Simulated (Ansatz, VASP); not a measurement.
# AlRh (Al-Rh-Rh-Al stack, (100) layers) in two plane-wave programs, part 2 of 2

Wanted: the spread between two codes on one cell, functional and k mesh. The cell is taken from a series of runs on this material, whose earlier steps may have relaxed, scaled, displaced or heated it; both programs get it as it stands.

VASP 6.6.1 and Ansatz 0.2.0.

So far: The structure; VASP: zone-centre phonons, PBEsol.

## Step 3: Ansatz: zone-centre phonons, PBEsol

Level of this step: Ansatz beside VASP: Kohn-Sham DFT, plane waves, PBEsol (Ansatz).

Ansatz runs on its PAW soft_1 files.

The same cell, functional, mesh and smearing now go to Ansatz, which takes its cutoff from its data sets.

input.yaml reads:

```yaml
crystal:
  lattice:
    - [3.0466293398, 0.0, 0.0]
    - [0.0, 3.0466293398, 0.0]
    - [0.0, 0.0, 35.199999824]
  atoms:
    - { symbol: Al, position: [0.0, 0.0, 0.1797889815] }
    - { symbol: Rh, position: [0.5, 0.5, 0.2098008549] }
    - { symbol: Rh, position: [0.0, 0.0, 0.2646309657] }
    - { symbol: Al, position: [0.5, 0.5, 0.2946428391] }
  periodic: [true, true, false]
kpoints:
  mp_grid: { grid: [8, 8, 1] }
hamiltonian:
  xc: pbesol
  pseudopotentials: { kind: paw, azcp: { folder: soft_1 }, xc_functional: pbe }
scf:
  occupations: { method: methfessel_paxton, width: 0.2 }
output:
  eigenvalues: true
phonons:
  method: dfpt
  qmesh: [2, 2, 1]
  temperatures: { t_max: 1000, t_step: 50 }
  qpath:
    path: [[0.0, 0.0, 0.0], [0.0, 0.5, 0.0], [0.5, 0.5, 0.0], [0.0, 0.0, 0.0]]
    npoints: 10
  electrical_resistivity:
    mesh: [12, 12, 1]
    temperatures: [20.0, 50.0, 77.0, 100.0, 150.0, 200.0, 300.0, 400.0, 600.0, 800.0]
  superconductivity: { mesh: [12, 12, 1] }
```

On the command line:

```console
> ansatz run input.yaml --threads 4 --pin off --max-ram 12288MiB --backend cpu --events-out ev --progress --plain --runs-dir out
```

Numbers of over 12 decimals in the logs are rounded to 6 here.

Output:

```text
Warning: crystal.symmetry: narrowed to the stabiliser of the run's FFT grids — unitary ops 16 → 8. A phonons.method: dfpt run fills in the rows of the dynamical matrix that it does not solve by its symmetry operations, which is exact only for operations that map its FFT grids onto themselves: filled in by any other, the frequencies could depend on the order in which like atoms are typed, or, by more than the grids' own error, on where the crystal sits among the grids' points. Excluded: 8 operations. The run can therefore solve more perturbations, solve them on more k-points, or both, and cost more. [rest of the remark cut]
Engine: ansatz 0.2.0, aarch64-unknown-linux-gnu
Pseudopotentials: kind: paw
Pseudopotential: Al, paw, valence charge 3, recommended cutoff 420 eV (normal), soft_1/Al.paw.azcp
Pseudopotential: Rh, paw, valence charge 17, recommended cutoff 420 eV (normal), soft_1/Rh.paw.azcp
Functional definition: PBEsol
  exchange = pbesol_x
  correlation = pbesol_c
Crystal: 4 atoms, lattice volume = 326.725 Å³
Basis set: ecut = 420 eV, 6317 PW (Γ), exchange–correlation on 48×48×480 points (8 copies of the dense FFT grid, shifted against one another)
Bands: 24, of which v1, the nominal top of the filled ones, is band 20 counted from 1 (19 counted from 0)
Symmetry: 16 space group operations
k-points: 15 of 64 (irreducible under 8 space group operations)
Non-local potential: Al, projectors of the file, l = 0: 2, l = 1: 2, l = 2: 1
Non-local potential: Rh, projectors of the file, l = 0: 3, l = 1: 2, l = 2: 2, l = 3: 1
PAW form: soft (Blöchl's): semilocal exchange-correlation on the pseudo side does not see the compensation charge
PAW frozen core: Al, regenerated for the run's functional, and the local potential with it (the file was generated under x = pbe(κ = 0.804, μ = 0.219515), c = pbe(β = 0.066725))
PAW frozen core: Rh, regenerated for the run's functional, and the local potential with it (the file was generated under x = pbe(κ = 0.804, μ = 0.219515), c = pbe(β = 0.066725))
PAW one-centre angular grid: Al, 110 points (default); XC on 64 Gauss nodes
PAW one-centre angular grid: Rh, 590 points (default); XC on 64 Gauss nodes
Initial density: superposition of atomic densities (neutral atoms: chi_scale 0, normalization atom)
Initial wavefunctions: pseudopotential atomic-orbital guess
Functional: x = pbesol(κ = 0.804, μ = 0.123457), c = pbesol(β = 0.046)
SCF iter   1: F=—  HF=-13729.744244 eV  |F-HF|=—  |Δ(HF+E_count)|=         —  Δρ=3.06e-2  dr2=6.26e0  ethr=3.10e-3  ⟨swp⟩=13.5  Hψ=2915  notcnv=0
preconditioner: auto → LDOS  [metal: Δε(μ)=0.073 eV  Ē_g=5.972 eV  σ=0.200 eV  W_gap=0.30  n_scr=20 (ndim 8)  ℏωp=10.1 eV  f_vac=0.751  D(μ)=3.10/eV (n_scr^D=14)  β→1.0]
SCF iter   2: F=—  HF=-13728.556247 eV  |F-HF|=—  |Δ(HF+E_count)|=    1.19e0  S|Δr|=    0.00e0  Δρ=2.67e-2  dr2=3.65e0  ethr=3.10e-3  ⟨swp⟩=9.9  Hψ=3759  notcnv=0
[...]
--- Phonons (Γ-DFPT): 8 representative perturbations + reference (Σ response iterations 40) ---
  ASR residual: 3.737e-5 → 0.000e0 eV/Å²; symmetrization residual: 4.260e-7 eV/Å²
  The last average, over the group as it would stand without the narrowing to the FFT grids, took up to 1.207e-7 eV/Å² of the zone centre's force constants
  ASR residual per site (eV/Å²): 9.32e-6 3.74e-5 3.68e-5 2.92e-6
  Γ frequencies (cm⁻¹): 0.00 0.00 0.00 79.39 79.39 161.78 270.36 288.20 321.40 321.40 326.73 326.73
--- Phonons (arbitrary-q DFPT): 3 irreducible q on the 2×2×1 mesh ---
  q = [0.0000, 0.0000, 0.0000] (star 1, of the zone-centre solve; hermiticity 8.11e-8, symmetrization 1.41e-12, taken by the last average 1.15e-8): -0.00 -0.00 0.00 79.39 79.39 161.78 270.36 288.20 321.40 321.40 326.73 326.73
  q = [0.0000, -0.5000, 0.0000] (star 2, 12 solved perturbations on 25 of 64 k-point pairs; hermiticity 4.97e-8, symmetrization 9.65e-11, taken by the last average 1.41e-8): 52.16 52.16 132.69 132.69 158.55 158.55 288.11 288.11 297.77 297.77 373.39 373.39
  q = [-0.5000, -0.5000, 0.0000] (star 1, 8 solved perturbations in 160 linear systems a pass and spin channel, the states on 25 of 64 k-point pairs; hermiticity 5.43e-8, symmetrization 9.28e-11, taken by the last average 1.73e-8): 60.40 60.40 79.56 79.56 134.94 134.94 253.95 253.95 358.66 358.66 360.41 360.41
  sum rule: each row above includes the acoustic sum rule's correction from the zone centre's row sums; it moved no ω² by more than (0.31 cm⁻¹)²
  mesh force constants: q→R imaginary residual 2.03e-17; ASR residual 3.737e-5 → 0.000e0 eV/Å²; symmetrization residual 3.553e-15 eV/Å²
  interpolated dispersion: 31 rows × 12 modes
  density of states and harmonic sums: on the 20×20×1 q-mesh, interpolated from the force constants of a 2×2×1 supercell (no non-analytic term)
  largest difference from the sums on the solved wave vectors: F 1.50e-1 eV, S 2.14e-4 and C_V 6.40e-5 eV/K
  zero-point energy: 0.155981 eV/cell   skipped modes (ω ≤ 0): 3   left out of the sums: 6.25e-4 of the cell's modes: C_V's classical limit lies that fraction below 3 k_B per atom; for a crystal, a wire or a layer, F and S can be off by more, and a phonons.interpolated_qmesh denser along its periods is the remedy for the sampling
--- Electrical resistivity: potentials and phonons of a 2×2×1 supercell ---
[...]
6×6×1                     1.4773              2.6666    0.6932    0.6582          10.793
          3×3×1                     1.0722              2.5238    0.7116    0.7347          11.577
  resistivity on the deck's mesh, µΩ·cm:
     T (K)       trace/2  mesh converged            xx            yy            zz    lowest order   relaxation time
     20.00     5.3110e-1              no     5.3110e-1     5.3110e-1      0.0000e0        1.0397e0         5.5242e-1
     50.00      9.1899e0              no      9.1899e0      9.1899e0      0.0000e0        1.0679e1          9.5931e0
     77.00      1.9149e1              no      1.9149e1      1.9149e1      0.0000e0        2.0803e1          2.0117e1
    100.00      2.7571e1              no      2.7571e1      2.7571e1      0.0000e0        2.9440e1          2.9041e1
    150.00      4.5585e1              no      4.5585e1      4.5585e1      0.0000e0        4.8136e1          4.8159e1
    200.00      6.3404e1              no      6.3404e1      6.3404e1      0.0000e0        6.6820e1          6.7070e1
    300.00      9.8913e1              no      9.8913e1      9.8913e1      0.0000e0        1.0439e2          1.0466e2
    400.00      1.3411e2              no      1.3411e2      1.3411e2      0.0000e0        1.4183e2          1.4184e2
    600.00      2.0316e2              no      2.0316e2      2.0316e2      0.0000e0        2.1551e2          2.1459e2
    800.00      2.7060e2              no      2.7060e2      2.7060e2      0.0000e0        2.8769e2          2.8540e2
  sheet resistance at 20 K: 1.509 Ω
  mean free path at 20 K (of a tensor half of its trace): 1348 nm by what each carries, 783 by the Fermi surface alone
  Hall coefficient in a weak field at 20 K (along the normal): 2.518e-9 m³/C (as a tensor it moves by 36.4 % between the two finest meshes); by each state's relaxation time: 2.567e-9 m³/C; by a constant relaxation time: 1.296e-9 m³/C
  sheet resistance at 50 K: 26.11 Ω
  mean free path at 50 K (of a tensor half of its trace): 60.2 nm by what each carries, 45.2 by the Fermi surface alone
  Hall coefficient in a weak field at 50 K (along the normal): 1.582e-9 m³/C (as a tensor it moves by 20.9 % between the two finest meshes); by each state's relaxation time: 1.733e-9 m³/C; by a constant relaxation time: 1.240e-9 m³/C
  sheet resistance at 77 K: 54.40 Ω
  mean free path at 77 K (of a tensor half of its trace): 27.2 nm by what each carries, 21.7 by the Fermi surface alone
  Hall coefficient in a weak field at 77 K (along the normal): 1.421e-9 m³/C (as a tensor it moves by 17.2 % between the two finest meshes); by each state's relaxation time: 1.586e-9 m³/C; by a constant relaxation time: 1.235e-9 m³/C
  sheet resistance at 100 K: 78.33 Ω
  mean free path at 100 K (of a tensor half of its trace): 18.6 nm by what each carries, 15.1 by the Fermi surface alone
  Hall coefficient in a weak field at 100 K (along the normal): 1.383e-9 m³/C (as a tensor it moves by 16.2 % between the two finest meshes); by each state's relaxation time: 1.547e-9 m³/C; by a constant relaxation time: 1.234e-9 m³/C
  sheet resistance at 150 K: 129.5 Ω
  mean free path at 150 K (of a tensor half of its trace): 11.1 nm by what each carries, 9.12 by the Fermi surface alone
  Hall coefficient in a weak field at 150 K (along the normal): 1.361e-9 m³/C (as a tensor it moves by 15.7 % between the two finest meshes); by each state's relaxation time: 1.523e-9 m³/C; by a constant relaxation time: 1.235e-9 m³/C
  sheet resistance at 200 K: 180.1 Ω
  mean free path at 200 K (of a tensor half of its trace): 8.01 nm by what each carries, 6.56 by the Fermi surface alone
  Hall coefficient in a weak field at 200 K (along the normal): 1.359e-9 m³/C (as a tensor it moves by 15.5 % between the two finest meshes); by each state's relaxation time: 1.519e-9 m³/C; by a constant relaxation time: 1.237e-9 m³/C
  sheet resistance at 300 K: 281.0 Ω
  mean free path at 300 K (of a tensor half of its trace): 5.13 nm by what each carries, 4.20 by the Fermi surface alone
  Hall coefficient in a weak field at 300 K (along the normal): 1.363e-9 m³/C (as a tensor it moves by 15.4 % between the two finest meshes); by each state's relaxation time: 1.519e-9 m³/C; by a constant relaxation time: 1.239e-9 m³/C
  sheet resistance at 400 K: 381.0 Ω
  mean free path at 400 K (of a tensor half of its trace): 3.78 nm by what each carries, 3.10 by the Fermi surface alone
  Hall coefficient in a weak field at 400 K (along the normal): 1.368e-9 m³/C (as a tensor it moves by 15.1 % between the two finest meshes); by each state's relaxation time: 1.521e-9 m³/C; by a constant relaxation time: 1.241e-9 m³/C
  sheet resistance at 600 K: 577.2 Ω
  mean free path at 600 K (of a tensor half of its trace): 2.49 nm by what each carries, 2.05 by the Fermi surface alone
  Hall coefficient in a weak field at 600 K (along the normal): 1.376e-9 m³/C (as a tensor it moves by 14.4 % between the two finest meshes); by each state's relaxation time: 1.518e-9 m³/C; by a constant relaxation time: 1.241e-9 m³/C
  sheet resistance at 800 K: 768.7 Ω
  mean free path at 800 K (of a tensor half of its trace): 1.86 nm by what each carries, 1.54 by the Fermi surface alone
  Hall coefficient in a weak field at 800 K (along the normal): 1.385e-9 m³/C (as a tensor it moves by 14.2 % between the two finest meshes); by each state's relaxation time: 1.510e-9 m³/C; by a constant relaxation time: 1.238e-9 m³/C
  the resistivity times a path that all electrons share, by the Fermi surface of the deck's mesh alone (half of the trace): 4.157e-15 Ω·m²
  not converged in the mesh (λ; λ_tr; the resistivity at 20 K by 4.63 %; the resistivity at 50 K by 4.21 %; the resistivity at 77 K by 4.99 %; the resistivity at 100 K by 5.25 %; the resistivity at 150 K by 5.24 %; the resistivity at 200 K by 4.81 %; the resistivity at 300 K by 3.66 %; the resistivity at 400 K by 2.99 %; the resistivity at 600 K by 3.06 %; the resistivity at 800 K by 3.96 %): between neighbouring mes [...]
  vibrations of 4 cells: unjudged by the run; compare a larger repeat
  the changes of the potential over all sites missed a rigid shift's by 1.47 % (the site terms' by 0.03 %)
  between the force constants' wavevectors the phonons are obtained by Fourier interpolation alone: along a vector of fewer than three repeats the shortest translation of the supercell is 6.093 Å, and under 7.500 Å the phonon self-energy is left out by default: enlarge phonons.supercell (under dfpt, phonons.qmesh)
[the section on superconductivity is kept apart]
```

## Step 4: Comparison

Known differences besides the potentials themselves: Ansatz cuts the interaction across the vacuum, VASP repeats the sheet without a dipole correction; VASP's run holds the zone centre alone; the data sets hold 40 valence electrons in Ansatz (on its PAW soft_1 files) and 36 in VASP; the cutoff is 420 eV in Ansatz and 500 eV in VASP; Ansatz makes its cores anew for this functional, VASP keeps those of its PBE data sets. Total energies have different zeros and are not compared.

The two programs side by side:

| quantity | Ansatz | VASP | difference |
| --- | --- | --- | --- |
| optical mode 1 to 2 (cm⁻¹) | 79.4 | 78.9 | +0.65 % |
| optical mode 3 (cm⁻¹) | 161.8 | 161.9 | -0.07 % |
| optical mode 4 (cm⁻¹) | 270.4 | 270.3 | +0.02 % |
| optical mode 5 (cm⁻¹) | 288.2 | 288.1 | +0.05 % |
| optical mode 6 to 7 (cm⁻¹) | 321.4 | 323.9 | -0.78 % |
| optical mode 8 to 9 (cm⁻¹) | 326.7 | 329.4 | -0.81 % |

Modes are paired by rising frequency, not by their patterns, so a pair may set unlike modes beside each other; they are those without the splitting of longitudinal modes. Where the cell holds vacuum, a pressure given here is an average over it and none of the material.

## Step 5: Summary of results

| Quantity | Value |
| --- | --- |
| r.m.s. difference of the optical zone-centre modes, each program's sorted by frequency (zone-centre phonons, PBEsol) | 1.7 cm⁻¹ |
| difference in optical mode 8 to 9 (zone-centre phonons, PBEsol) | -0.8 % |

**Reading.** The r.m.s. difference of the optical zone-centre modes, each program's sorted by frequency is 1.7 cm⁻¹ (zone-centre phonons, PBEsol). The data sets hold unlike numbers of valence electrons (40 in Ansatz and 36 in VASP), so part of the differences may come from the potentials. Among the rows given in per cent, the largest difference of the zone-centre phonons, PBEsol pair is in optical mode 8 to 9, -0.8 %. Such differences can come from data sets, numerical settings and the points named under the comparisons, not from the functional's error against experiment.

[Lines on the potential files, build, host, timing and source positions are cut from VASP's logs without a mark.]

[Logs are printed without paths, hosts, clocks, repeated set-up lines and the standing remarks that a program may print on its own settings, such as how far it seeks lower states.]

[Hosts, paths, dates, database ids (printed as entryN), source tags and the programs' standing remarks are cut or masked in the printed files.]
